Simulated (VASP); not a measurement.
# A VASP study of TePt (PBEsol): structure first, properties next, part 2 of 2

What structure and properties does PBEsol give TePt, and how near are they to the measured ones? The start is a cell from a database of measured crystal structures.

VASP 6.6.1; PBEsol; plane waves and PAW (Te, Pt).

So far. Step 5 (Density of states (PBEsol)): The finer mesh and the other smearing move the Fermi level by +0.03 eV from the 7×7×7 run, a small shift, which tests the Fermi level alone. Of the states within 0.3 eV of the Fermi level, the largest shares in the PAW spheres are Te p 29 %, Pt d 28 % and Pt p 12 %. The rest lies in smaller channels or between the spheres. Step 6 (Vibrations at Γ (PBEsol)): The three acoustic modes come out at zero, and all others are real.

The database entry behind the starting cell differs from later determinations by our own check (c about 0.8 % long), so it need not match the best structure at ambient conditions.

## (7) Independent-particle dielectric function (PBEsol)

LOPTICS sums transitions from filled to empty bands. NBANDS is raised for it.

INCAR reads:

```
SYSTEM = TePt
PREC = Accurate
ENCUT = 400
EDIFF = 1E-06
NELM = 100
ISMEAR = 0
SIGMA = 0.05
LREAL = .FALSE.
ALGO = Normal
GGA = PS
NBANDS = 48
LASPH = .TRUE.
LORBIT = 11
LWAVE = .FALSE.
LCHARG = .FALSE.
KPAR = 4
LOPTICS = .TRUE.
NEDOS = 1500
CSHIFT = 0.1
```

POSCAR reads:

```
TePt
1.0
    1.9772619222      1.1415727030      6.6267833343
   -1.9772619222      1.1415727030      6.6267833343
    0.0000000000     -2.2831454061      6.6267833343
Te Pt
2 2
Direct
    0.5987281417      0.5987281417      0.5987281417
    0.4012718583      0.4012718583      0.4012718583
    0.8700474103      0.8700474103      0.8700474103
    0.1299525897      0.1299525897      0.1299525897
```

KPOINTS reads:

```
Automatic mesh
0
Gamma
10 10 10
0 0 0
```

The projector-augmented-wave data sets are Te and Pt (PBE family, release 64).

On the command line:

```bash
$ mpirun -np 4 vasp_std
```

Run time: 2.5 min. Hardware: 4 MPI ranks of AMD EPYC 9R45, shared host; peak memory 2.9 GiB; 8.8 min of CPU time.

These are independent-particle spectra without excitons or local fields, and fine structure depends on the mesh and on CSHIFT. The intraband (Drude) part is not in this spectrum.

Numbers from this step:

- SCF cycles: 13
- bands: 48
- irreducible k-points: 116
- Fermi energy: 8.415 eV
- pressure: 0.09600 GPa

The imaginary dielectric function has structure finer than the step of the table below, so its rows give means over 1 eV, whole bins alone (the curve runs from 0 to 25.0 eV). Peaks (eV: height): xx 0.6: 44.7; zz 0.2: 10.1, 0.7: 22.8, 1.5: 21.4.

Table of imaginary dielectric function by photon energy; means over each step:

```tsv
photon energy (eV)	xx	zz
1	31.0	18.2
2	20.5	18.1
3	10.5	10.5
4	8.29	9.56
5	7.67	6.86
6	6.13	5.92
7	4.49	5.20
8	3.87	4.15
9	3.51	3.39
10	2.99	2.97
11	2.56	2.40
12	1.87	2.17
13	1.66	2.07
14	1.48	1.69
15	1.47	1.55
16	1.34	1.53
17	1.18	1.28
18	0.971	1.09
19	0.797	0.898
20	0.720	0.843
21	0.717	0.771
22	0.608	0.651
23	0.519	0.554
24	0.425	0.440
```

Real dielectric function against photon energy:

```tsv
photon energy (eV)	xx	zz
0	65.1	40.9
1	12.0	17.2
2	-1.07	3.26
3	-0.455	2.58
4	-0.347	0.402
5	0.582	-0.150
6	-1.14	0.563
7	-0.995	-0.616
8	-0.421	-0.338
9	-0.428	-0.613
10	-0.611	-0.359
11	-0.961	-0.341
12	-0.712	-0.191
13	-0.500	-0.401
14	-0.264	-0.331
15	-0.165	-0.231
16	-0.225	-0.189
17	-0.348	-0.310
18	-0.209	-0.292
19	-0.152	-0.217
20	-0.0418	-0.0906
21	-0.0548	-0.129
22	-0.0186	-0.0911
23	-0.0368	-0.0721
24	-0.0337	-0.0617
```

## (8) Volume scan with PBEsol, volume scale 0.94

An equation of state needs energies on both sides of the minimum, all on one mesh and cutoff.

Changes to INCAR since step 7:

```diff
@@ -10,3 +10,3 @@
 GGA = PS
-NBANDS = 48
+NBANDS = 22
 LASPH = .TRUE.
@@ -16,4 +16,2 @@
 KPAR = 4
-LOPTICS = .TRUE.
-NEDOS = 1500
-CSHIFT = 0.1
+ISIF = 2
```

POSCAR reads:

```
TePt
1.0
    1.9368983123      1.1182687619      6.4915048997
   -1.9368983123      1.1182687619      6.4915048997
    0.0000000000     -2.2365375240      6.4915048997
Te Pt
2 2
Direct
    0.5987281417      0.5987281417      0.5987281417
    0.4012718583      0.4012718583      0.4012718583
    0.8700474103      0.8700474103      0.8700474103
    0.1299525897      0.1299525897      0.1299525897
```

KPOINTS reads:

```
Automatic mesh
0
Gamma
7 7 7
0 0 0
```

On the command line:

```bash
$ mpirun -np 4 vasp_std
```

It took 33 s on 4 MPI ranks; peak memory 1.3 GiB; 1.9 min of CPU time.

The scan keeps the cell's shape and the fractional positions fixed.

Numbers from this step:

```
SCF cycles              : 14
bands                   : 22
irreducible k-points    : 44
free energy (TOTEN)     : -22.21 eV
energy at zero smearing : -22.21 eV
Fermi energy            : 9.339 eV
pressure                : 9.730 GPa
```

Force by atom:

```tsv
atom	x (eV/Å)	y (eV/Å)	z (eV/Å)	size
Te1	0.000	0.000	0.832	0.832
Te2	0.000	0.000	-0.832	0.832
Pt3	0.000	0.000	0.002	0.002
Pt4	0.000	0.000	-0.002	0.002
```

The pressure here is 9.73 GPa.

## (9) Volume scan with PBEsol, volume scale 0.96

INCAR is that of step 8.

POSCAR reads:

```
TePt
1.0
    1.9505388907      1.1261441535      6.5372212292
   -1.9505388907      1.1261441535      6.5372212292
    0.0000000000     -2.2522883072      6.5372212292
Te Pt
2 2
Direct
    0.5987281417      0.5987281417      0.5987281417
    0.4012718583      0.4012718583      0.4012718583
    0.8700474103      0.8700474103      0.8700474103
    0.1299525897      0.1299525897      0.1299525897
```

KPOINTS is that of step 8.

On the command line:

```bash
$ mpirun -np 4 vasp_std
```

The job ended after 34 s (4 MPI ranks; peak memory 1.3 GiB).

Numbers from this step:

```
free energy (TOTEN)     : -22.30 eV
energy at zero smearing : -22.30 eV
Fermi energy            : 9.002 eV
pressure                : 6.088 GPa
```

Force by atom:

```tsv
atom	x (eV/Å)	y (eV/Å)	z (eV/Å)	size
Te1	0.000	0.000	0.532	0.532
Te2	0.000	0.000	-0.532	0.532
Pt3	0.000	0.000	-0.002	0.002
Pt4	0.000	0.000	0.002	0.002
```

The pressure falls from 9.73 to 6.09 GPa.

The run ends at a pressure of 6.09 GPa, with forces up to 0.53 eV/Å.

## (10) Volume scan with PBEsol, volume scale 0.98

INCAR is that of step 9.

POSCAR reads:

```
TePt
1.0
    1.9639913081      1.1339109104      6.5823069383
   -1.9639913081      1.1339109104      6.5823069383
    0.0000000000     -2.2678218209      6.5823069383
Te Pt
2 2
Direct
    0.5987281417      0.5987281417      0.5987281417
    0.4012718583      0.4012718583      0.4012718583
    0.8700474103      0.8700474103      0.8700474103
    0.1299525897      0.1299525897      0.1299525897
```

KPOINTS is that of step 9.

On the command line:

```bash
$ mpirun -np 4 vasp_std
```

It took 34 s on 4 MPI ranks; peak memory 1.3 GiB.

The pressure falls from 6.09 to 2.87 GPa.

The run ends at a pressure of 2.87 GPa, with forces up to 0.26 eV/Å.

## (11) Volume scan with PBEsol, volume scale 1

INCAR is that of step 10.

POSCAR reads:

```
TePt
1.0
    1.9772619222      1.1415727030      6.6267833343
   -1.9772619222      1.1415727030      6.6267833343
    0.0000000000     -2.2831454061      6.6267833343
Te Pt
2 2
Direct
    0.5987281417      0.5987281417      0.5987281417
    0.4012718583      0.4012718583      0.4012718583
    0.8700474103      0.8700474103      0.8700474103
    0.1299525897      0.1299525897      0.1299525897
```

KPOINTS is that of step 10.

On the command line:

```bash
$ mpirun -np 4 vasp_std
```

Elapsed: 33 s, on 4 MPI ranks; peak memory 1.3 GiB; 1.9 min of CPU time.

The pressure falls from 2.87 to 0.02 GPa.

The run ends at a pressure of 0.02 GPa, with forces up to 0.0087 eV/Å.

## (12) Volume scan with PBEsol, volume scale 1.02

INCAR is that of step 11.

POSCAR reads:

```
TePt
1.0
    1.9903567536      1.1491330075      6.6706705956
   -1.9903567536      1.1491330075      6.6706705956
    0.0000000000     -2.2982660150      6.6706705956
Te Pt
2 2
Direct
    0.5987281417      0.5987281417      0.5987281417
    0.4012718583      0.4012718583      0.4012718583
    0.8700474103      0.8700474103      0.8700474103
    0.1299525897      0.1299525897      0.1299525897
```

KPOINTS is that of step 11.

On the command line:

```bash
$ mpirun -np 4 vasp_std
```

Elapsed: 32 s, on 4 MPI ranks; peak memory 1.3 GiB; 1.8 min of CPU time.

The pressure falls from 0.02 to -2.48 GPa.

The run ends at a pressure of -2.48 GPa, with forces up to 0.22 eV/Å.

## (13) Volume scan with PBEsol, volume scale 1.04

INCAR is that of step 12.

POSCAR reads:

```
TePt
1.0
    2.0032815103      1.1565951192      6.7139878522
   -2.0032815103      1.1565951192      6.7139878522
    0.0000000000     -2.3131902385      6.7139878522
Te Pt
2 2
Direct
    0.5987281417      0.5987281417      0.5987281417
    0.4012718583      0.4012718583      0.4012718583
    0.8700474103      0.8700474103      0.8700474103
    0.1299525897      0.1299525897      0.1299525897
```

KPOINTS is that of step 12.

On the command line:

```bash
$ mpirun -np 4 vasp_std
```

It took 32 s on 4 MPI ranks; peak memory 1.3 GiB.

The pressure falls from -2.48 to -4.69 GPa.

The run ends at a pressure of -4.69 GPa, with forces up to 0.42 eV/Å.

## (14) Volume scan with PBEsol, volume scale 1.06

A prediction first. A parabola through the 6 pressures of evenly scaled cells so far, P = 0.01 -134.1 t +368 t² GPa with t = ln(V/V₁) and V₁ the volume at scale 1, gives -6.55 GPa at t = +0.0583.

INCAR is that of step 13.

POSCAR reads:

```
TePt
1.0
    2.0160416092      1.1639621657      6.7567532591
   -2.0160416092      1.1639621657      6.7567532591
    0.0000000000     -2.3279243315      6.7567532591
Te Pt
2 2
Direct
    0.5987281417      0.5987281417      0.5987281417
    0.4012718583      0.4012718583      0.4012718583
    0.8700474103      0.8700474103      0.8700474103
    0.1299525897      0.1299525897      0.1299525897
```

KPOINTS is that of step 13.

On the command line:

```bash
$ mpirun -np 4 vasp_std
```

Wall time 33 s (4 MPI ranks); peak memory 1.3 GiB; 1.9 min of CPU time.

The pressure falls from -4.69 to -6.65 GPa. The parabola predicted -6.55 GPa, +0.10 GPa off.

## (15) Comparing the runs

Times are for 4 MPI ranks of AMD EPYC 9R45, shared host. The series side by side:

```tsv
no.	volume scale	energy above the lowest point (meV/atom)	pressure (GPa)	time	memory (GiB)
1	0.94	38.77	9.730	33 s	1.3
2	0.96	16.62	6.088	34 s	1.3
3	0.98	4.06	2.866	34 s	1.3
4	1	0	0.01712	33 s	1.3
5	1.02	3.45	-2.475	32 s	1.3
6	1.04	13.51	-4.693	32 s	1.3
7	1.06	29.4	-6.652	33 s	1.3
```

## (16) Fit for PBEsol

This step: Birch-Murnaghan fit, PBEsol; plane waves and PAW (VASP 6.6.1).

No new run; the numbers come from the runs before.

Numbers from this step:

| Property | Result |
| --- | --- |
| pressure derivative of the bulk modulus | 5.231 |
| r.m.s. error of the fit | 4.57e-6 eV/atom |
| minimum inside the sampled range | yes |
| bulk modulus | 133.4 GPa |
| equilibrium volume of the fit | 22.45 Å³/atom |

Table of energy above the fitted minimum by volume:

```tsv
volume (Å³/atom)	energy above the fitted minimum (eV/atom)
21.09	0.0388
21.54	0.0166
21.99	0.00405
22.44	-3.0e-6
22.89	0.00344
23.33	0.0135
23.78	0.0294
```

The fitted volume lies +0.04 % from the relaxed one. The atoms bear forces along the scan, since they were held; freeing them would lower the modulus.

## (17) Results

| Property | Result |
| --- | --- |
| relaxed volume | 22.44 Å³/atom |
| relaxed conventional cell a, b, c | 3.955, 3.955, 19.880 Å; angles 90.0, 90.0, 120.0° |
| space group after relaxing, within 0.02 Å | R-3m (No. 166) |
| band gap | none, a metal |
| DOS at the Fermi level | 1.96 states/eV/cell |
| highest zone-centre mode | 180 cm⁻¹ |
| bulk modulus from the fit | 133 GPa |
| volume from the fit | 22.4 Å³/atom |

In words: With PBEsol, TePt relaxes to 22.44 Å³/atom in space group R-3m (held by the symmetry of the run), comes out as a metal and has a bulk modulus of 133 GPa at fixed shape and positions, an upper bound. Against the listed cell the volume lies -0.9 % (a -0.2 %, c -0.5 %). Bands along the symmetry lines (PBEsol): Of the bands kept, 4 cross the Fermi level on this path. Vibrations at Γ (PBEsol): The highest mode in this list at Γ, 179.5 cm⁻¹, has its largest share on Pt (64 % of the kinetic energy). Spin-orbit coupling is left out, and with elements this heavy it would split and shift bands near the Fermi level. The k-sampling is coarse for a metal, so the Fermi level, pressures and the shape of the cell carry errors. Modes at Γ alone can't show that the crystal is stable at other wave vectors. The bonds form layers, and without a dispersion term the spacing between them, and what depends on it, is unreliable. No search among competing phases was made, and a listed structure need not be the one stable at ambient conditions. All values are for a static lattice at zero temperature.

Comparison with the measured values:

```
              quantity  measured           PBEsol
lattice constant a (Å)    3.9612   3.955 (-0.2 %)
lattice constant c (Å)    19.815  19.880 (+0.3 %)
```

Measured values from arxiv:2203.06655 (2022).

**Verdict.** The lattice constant a is off by -0.2 %: good agreement. The lattice constant c is off by +0.3 %: good agreement. The grades are ours: good and fair within 0.7 and 1.5 % for the lattice constant a and 0.8 and 2 % for the lattice constant c. Zero-point motion and thermal expansion (measured at up to 200 K) are not in the computed lattice constants.

[Lines on the potential files, build, host, timing and source positions are cut from VASP's logs without a mark.]

[Logs are printed without paths, hosts, clocks, repeated set-up lines and the standing remarks that a program may print on its own settings, such as how far it seeks lower states.]

[Hosts, paths, dates, database ids (printed as entryN), source tags and the programs' standing remarks are cut or masked in the printed files.]

[A measured line is paired with the nearest computed mode of its activity, which favours agreement.]
